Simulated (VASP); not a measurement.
All values below come from PBE GGA, VASP's PBE PAW potentials (set 64) (plane waves; VASP 6.6.1).

Input for VASP

### POSCAR
```
BSi64
1
   10.9370747000     0.0000000000     0.0000000000
    0.0000000000    10.9370747000     0.0000000000
   -0.0000000000    -0.0000000000    10.9370747000
Si B
64 1
Direct
  0.5000000000   0.0000000000   0.0000000000
  0.6250000000   0.1250000000   0.1250000000
  0.7500000000   0.2500000000   0.0000000000
  0.8750000000   0.3750000000   0.1250000000
  0.7500000000   0.0000000000   0.2500000000
  0.8750000000   0.1250000000   0.3750000000
  0.0000000000   0.0000000000   0.0000000000
  0.1250000000   0.1250000000   0.1250000000
  0.2500000000   0.2500000000   0.0000000000
  0.3775150000   0.3754490000   0.1218540000
  0.5000000000   0.5000000000   0.0000000000
  0.6250000000   0.6250000000   0.1250000000
  0.7500000000   0.7500000000   0.0000000000
  0.8750000000   0.8750000000   0.1250000000
  0.2500000000   0.0000000000   0.2500000000
  0.3781340000   0.1259710000   0.3745890000
  0.5018630000   0.2545270000   0.2512590000
  0.6205650000   0.3716820000   0.3763380000
  0.7500000000   0.5000000000   0.2500000000
  0.8750000000   0.6250000000   0.3750000000
  0.5000000000   0.0000000000   0.5000000000
  0.6250000000   0.1250000000   0.6250000000
  0.7500000000   0.2500000000   0.5000000000
  0.8750000000   0.3750000000   0.6250000000
  0.7500000000   0.0000000000   0.7500000000
  0.8750000000   0.1250000000   0.8750000000
  0.0000000000   0.5000000000   0.0000000000
  0.1250000000   0.6250000000   0.1250000000
  0.2500000000   0.7500000000   0.0000000000
  0.3750000000   0.8750000000   0.1250000000
  0.0000000000   0.2500000000   0.2500000000
  0.1256190000   0.3750990000   0.3750620000
  0.2496260000   0.5004030000   0.2507050000
  0.3707220000   0.6222230000   0.3728170000
  0.5000000000   0.7500000000   0.2500000000
  0.6250000000   0.8750000000   0.3750000000
  0.0000000000   0.0000000000   0.5000000000
  0.1250000000   0.1250000000   0.6250000000
  0.2456050000   0.2464220000   0.4976550000
  0.3782640000   0.3704940000   0.6215440000
  0.4980750000   0.5003670000   0.4964480000
  0.6250000000   0.6250000000   0.6250000000
  0.7500000000   0.7500000000   0.5000000000
  0.8750000000   0.8750000000   0.6250000000
  0.2500000000   0.0000000000   0.7500000000
  0.3750000000   0.1250000000   0.8750000000
  0.5000000000   0.2500000000   0.7500000000
  0.6250000000   0.3750000000   0.8750000000
  0.7500000000   0.5000000000   0.7500000000
  0.8750000000   0.6250000000   0.8750000000
  0.0000000000   0.7500000000   0.2500000000
  0.1250000000   0.8750000000   0.3750000000
  0.0000000000   0.5000000000   0.5000000000
  0.1250000000   0.6250000000   0.6250000000
  0.2500000000   0.7500000000   0.5000000000
  0.3750000000   0.8750000000   0.6250000000
  0.0000000000   0.2500000000   0.7500000000
  0.1250000000   0.3750000000   0.8750000000
  0.2500000000   0.5000000000   0.7500000000
  0.3750000000   0.6250000000   0.8750000000
  0.5000000000   0.7500000000   0.7500000000
  0.6250000000   0.8750000000   0.8750000000
  0.0000000000   0.7500000000   0.7500000000
  0.1250000000   0.8750000000   0.8750000000
  0.3729950000   0.3733400000   0.3774520000
```

KPOINTS:
```
Automatic mesh
0
Gamma
1 1 1
0 0 0
```

**INCAR**
```
! general
SYSTEM = BSi64
PREC   = Normal
ENCUT  = 400   ! plane-wave cut-off (eV)
LREAL  = Auto   ! projection in real space or not
LASPH  = .True.   ! aspherical one-centre terms
ISYM   = 0
NELECT = 260.0

! electronic loop
EDIFF  = 1E-5   ! SCF stop (eV)
NELM   = 100   ! most electronic steps
NELMIN = 4
ALGO   = Fast   ! Davidson, then RMM-DIIS

! smearing
ISMEAR = 0   ! Gaussian
SIGMA  = 0.05   ! width (eV)

! functional
GGA    = PE

! ions
IBRION = 2
NSW    = 60
ISIF   = 2   ! forces and stress, cell fixed
EDIFFG = -0.03   ! ionic stop

! output
LWAVE  = .True.
LCHARG = .False.
```

POTCAR, in this order: Si B (PBE.64 set). Program: vasp_gam.

At this cut-off the stress carries a Pulay error, which pulls relaxed volumes low. The cell is charged, with a uniform compensating background. The supercell is sampled at Γ alone, which is coarse: total energies, pressure and levels can be off, energies of defects by several tenths of an eV.

Q: What does the run give for the energy per atom (σ→0)?

A: 
The energy per atom (σ→0) comes out as -502.7 kJ/mol of atoms.

**OSZICAR**
```
...
  34 F= -.33867017E+03 E0= -.33867017E+03  d E =-.306519E-02
       N       E                     dE             d eps       ncg     rms          rms(c)
DAV:   1    -0.338671734406E+03   -0.15648E-02   -0.15778E-01   334   0.792E-01    0.158E-01
RMM:   2    -0.338672117548E+03   -0.38314E-03   -0.51922E-03   326   0.166E-01    0.711E-02
RMM:   3    -0.338672177906E+03   -0.60358E-04   -0.11079E-03   331   0.769E-02    0.339E-02
RMM:   4    -0.338672193835E+03   -0.15929E-04   -0.21898E-04   348   0.346E-02    0.151E-02
RMM:   5    -0.338672196532E+03   -0.26970E-05   -0.32024E-05   232   0.143E-02
  35 F= -.33867220E+03 E0= -.33867220E+03  d E =-.202644E-02
```

The cell is a supercell with a defect, built from Si (diamond): B_i, charge -1. The run is not spin-polarised, so no state with unpaired spins was tried.
